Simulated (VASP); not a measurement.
```
PbO
1.0
    4.06363     0.00000     0.00000
    0.00000     4.06363     0.00000
    0.00000     0.00000     5.10125
Pb O
2 2
Direct
  0.50000   0.00000   0.76425
  0.00000   0.50000   0.23575
  0.50000   0.50000   0.00000
  0.00000   0.00000   0.00000
```

These are revTPSS meta-GGA, VASP's PBE PAW potentials (set 64) (plane waves; VASP 6.6.1) values and carry that method's errors. Numerical set-up: 520 eV cut-off, 6×6×5 Γ-centred mesh, Gaussian smearing of 0.050 eV, potentials Pb_d O.

Without a dispersion term in the relaxation, distances and binding between the weakly bound layers, chains or molecules are unreliable, and so is what depends on them.

Question: The ions and cell shape at fixed volume are relaxed. Which structure does the run end with?

Answer: 
```
PbO
1.0
    4.02329     0.00000     0.00000
    0.00000     4.02329     0.00000
    0.00000     0.00000     5.20406
Pb O
2 2
Direct
  0.50000   0.00000   0.77065
  0.00000   0.50000   0.22935
  0.50000   0.50000   0.00000
  0.00000   0.00000   0.00000
```
Space group P4/nmm (129), at a tolerance of 0.03 Å.

Question: How much energy does the relaxation gain?

Answer: The energy (σ→0) changes by -3.8 meV/atom, in 5 ionic steps.

The compound is PbO in the litharge structure. This cell is one point of a volume scan, at 1.03 of the reference volume. Symmetry was kept, so distortions that lower it aren't found.
